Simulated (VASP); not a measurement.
Here is the system:

```xyz
3
Lattice="0.0000 3.1100 3.1100 3.1100 0.0000 3.1100 3.1100 3.1100 0.0000" Properties=species:S:1:pos:R:3 pbc="T T T"
Ba     0.0000     0.0000     0.0000
F      1.5550     1.5550     1.5550
F      4.6650     4.6650     4.6650
```

The numbers are results of optB86b-vdW, VASP's PBE PAW potentials (set 64) (plane waves; VASP), not measurements. Settings: 520 eV cut-off, 7×7×7 Γ-centred mesh, tetrahedra with Blöchl corrections, potentials Ba_sv F.

### Question
What does the run give for the energy per atom (σ→0)?

### Answer

```yaml
energy per atom (σ→0): -3795 meV/atom
```

The absolute energy has meaning only against runs of the same code, potentials and settings.

The compound is BaF2 in the fluorite structure. It was relaxed first.
